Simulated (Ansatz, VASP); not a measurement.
# Al2SeS (Al2SSe, 1 layer) in two plane-wave programs, part 2 of 2

Aim: how closely do two programs agree when they are given the same cell, functional and k mesh? Of the first pair: The structure shown is the start of the Ansatz relaxation below; VASP solves that cell, so the two are compared at the walk's first step.

VASP 6.6.1 and Ansatz 0.2.0.

So far. Step 4 (Differences): The forces differ by 3.1 meV/Å r.m.s., which is 0.6 % of the r.m.s. force of 0.510 eV/Å (both taken over all components). With vacuum in the cell, a pressure given here is an average over mostly empty space and none of the material.

## Step 5: Ansatz: relaxation, PBE

Level of this step: Ansatz beside VASP: Kohn-Sham DFT, plane waves, PBE (Ansatz).

This run makes the geometry at which the two programs are then compared.

The structure compared here is the end of the Ansatz relaxation.

The input, input.yaml:

```yaml
crystal:
  lattice:
    - [3.6894, 0.0, 0.0]
    - [-1.8447, 3.1951141247, 0.0]
    - [0.0, 0.0, 20.4508750197]
  atoms:
    - { symbol: Se, position: [0.3333333333, 0.6666666667, 0.391181306] }
    - { symbol: Al, position: [0.0, 0.0, 0.4493751931] }
    - { symbol: Al, position: [0.0, 0.0, 0.5677075381] }
    - { symbol: S, position: [0.3333333333, 0.6666666667, 0.608818694] }
kpoints:
  mp_grid: { grid: [12, 12, 1] }
hamiltonian:
  xc: pbe
scf:
  occupations: { method: fermi_dirac, width: 0.05 }
  convergence: { dr2_threshold: 1.0e-08 }
efield:
  axis: 3
  dipole_correction: true
  ramp_position: 0.97
  ramp_width: 0.04
relax:
  f_tol: 0.01
  cell: { fix: [c, alpha, beta] }
output:
  write_potential: true
  write_density: true
  volumetric_format: npy
```

Command:

```
ansatz run input.yaml --threads 4 --pin off --max-ram 8192MiB --backend cpu --events-out ev --progress --plain --runs-dir out
```

Numbers of over 12 decimals in the logs are rounded to 6 here.

The log of the run:

```text
[...]
Crystal: 4 atoms, lattice volume = 241.076 Å³
Basis set: ecut = 420 eV, 4713 PW (Γ), exchange–correlation on 50×50×288 points (8 copies of the dense FFT grid, shifted against one another)
[...]
cell:  # Å, volume = 239.5530 Å³
    - [3.677727, 0.0, 0]
    - [-1.838864, 3.185005, 0]
    - [0, 0, 20.4508750197]
  atoms:
    - { symbol: Se, position: [0.333333, 0.666667, 0.384101] }
    - { symbol: Al, position: [0, -3.7007434155248937e-17, 0.443219] }
    - { symbol: Al, position: [0, -3.7007434155248937e-17, 0.569917] }
    - { symbol: S, position: [0.333333, 0.666667, 0.619845] }
[key lines of the parts left out:]
SCF converged after 4 iterations
Free energy (F): -7449.298015 eV
Fermi energy:    -0.773227 eV
Dipole field:    D = -0.003541 V/Å  (p = -0.004687 e·Å, saw-weighted, corrected)
Work function:   Φ+ = 4.9778 eV   Φ− = 4.9054 eV
P = ⅓ Tr σ = 0.0097 GPa (0.097 kbar)
```

## Step 6: VASP: single point, PBE, relaxed cell, pair 2

The same cell, functional, mesh and smearing now go to VASP, with its own data sets.

The input, INCAR:

```
SYSTEM = Al2SeS
PREC = Accurate
ENCUT = 500
EDIFF = 1E-06
NELM = 120
ISMEAR = -1
SIGMA = 0.05
LREAL = .FALSE.
ALGO = Normal
GGA = PE
NBANDS = 15
LORBIT = 11
LWAVE = .FALSE.
LCHARG = .FALSE.
ISIF = 2
LDIPOL = .TRUE.
IDIPOL = 3
DIPOL = 0.5 0.5 0.505
LVHAR = .TRUE.
LASPH = .TRUE.
GGA_COMPAT = .FALSE.
EFERMI = MIDGAP
NELMDL = -8
```

The input, POSCAR:

```
Al2SeS
1.0
    3.6777271763      0.0000000000      0.0000000000
   -1.8388635881      3.1850051628      0.0000000000
    0.0000000000      0.0000000000     20.4508750197
Se Al S
1 2 1
Direct
    0.3333333333      0.6666666667      0.3841014180
    1.0000000000      0.0000000000      0.4432191694
    1.0000000000      0.0000000000      0.5699167655
    0.3333333333      0.6666666667      0.6198453784
```

The input, KPOINTS:

```
Automatic mesh
0
Gamma
12 12 1
0 0 0
```

PAW data sets: Se, Al and S (PBE family, release 64).

Command:

```
mpirun -np 1 vasp_std
```

The log of the run:

```text
[... set-up lines as in an earlier step ...]
 entering main loop
       N       E                     dE             d eps       ncg     rms          rms(c)
DAV:   1     0.103747123373E+03    0.10375E+03   -0.55994E+03   570   0.827E+02
DAV:   2    -0.430128574667E+01   -0.10805E+03   -0.10245E+03   845   0.148E+02
DAV:   3    -0.182461501812E+02   -0.13945E+02   -0.13782E+02   773   0.593E+01
DAV:   4    -0.186815136808E+02   -0.43536E+00   -0.43480E+00   780   0.130E+01
[...]
DAV:  24    -0.182654521284E+02   -0.48525E-05   -0.21340E-07   607   0.154E-03    0.333E-04
DAV:  25    -0.182654544607E+02   -0.23323E-05   -0.10527E-07   572   0.902E-04    0.445E-04
DAV:  26    -0.182654553014E+02   -0.84073E-06   -0.28692E-08   572   0.463E-04
   1 F= -.18265455E+02 E0= -.18265455E+02  d E =-.451164E-09
```

From OUTCAR (step 6):

```text
  Total       -0.0194900     -0.0194900      0.0025028     -0.0000000      0.0000000      0.0000000
  in kB       -0.1303526     -0.1303526      0.0167389     -0.0000000      0.0000000      0.0000000
  external PRESSURE =      -0.0813221 kB  Pullay stress =       0.0000000 kB

 POSITION                                       TOTAL-FORCE (eV/Angst)
 -----------------------------------------------------------------------------------
     -0.00000      2.12334      7.85521         0.000000      0.000000     -0.012669
      0.00000      0.00000      9.06422         0.000000     -0.000000      0.009100
      0.00000      0.00000     11.65530         0.000000     -0.000000      0.013824
     -0.00000      2.12334     12.67638        -0.000000      0.000000     -0.010255
 -----------------------------------------------------------------------------------
    total drift:                                0.000000     -0.000000     -0.000134

  FREE ENERGIE OF THE ION-ELECTRON SYSTEM (eV)
  ---------------------------------------------------
  free  energy   TOTEN  =       -18.2654553014 eV

  energy  without entropy=      -18.2654553010  energy(sigma->0) =      -18.26545530

[... 1 part as in an earlier step ...]

[... 2 further parts left out ...]
[key lines of the parts left out:]
E-fermi :  -1.3382
```

## Step 7: Comparison

What differs besides the data sets and the points named for the pairs above, as far as they apply: the data sets hold 28 valence electrons in Ansatz (on its default PAW (the set named soft_2) files) and 18 in VASP; the cutoff is 420 eV in Ansatz and 500 eV in VASP; Ansatz's pressure holds a Pulay correction, VASP's none. Total energies have different zeros and are not compared.

Compared:

```tsv
quantity	Ansatz	VASP	difference
pressure (GPa)	0.01	-0.01	+0.02
gap on the k mesh (eV)	2.037	2.044	-0.007
```

At this near-relaxed geometry the largest component of a force difference is 9 meV/Å. A gap on the mesh is an upper bound, since the band edges may lie between its points. With vacuum in the cell, a pressure given here is an average over mostly empty space and none of the material.

## Step 8: What came out

```
r.m.s. force difference (single point, PBE, start cell, pair 1)           : 0.61 % of the r.m.s. force
difference in gap on the k mesh (single point, PBE, relaxed cell, pair 2) : -0.0071 eV
```

In words: The r.m.s. force difference is 0.61 % of the r.m.s. force (single point, PBE, start cell, pair 1), within the 3 % picked in this series as the mark of a large difference. The data sets hold unlike numbers of valence electrons (28 in Ansatz and 18 in VASP), so part of the differences comes from the potentials. How closely two codes agree says nothing of how well the functional describes the real material.

[Lines on the potential files, build, host, timing and source positions are cut from VASP's logs without a mark.]

[Logs are printed without paths, hosts, clocks, repeated set-up lines and the standing remarks that a program may print on its own settings, such as how far it seeks lower states.]

[Hosts, paths, dates, database ids (printed as entryN), source tags and the programs' standing remarks are cut or masked in the printed files.]
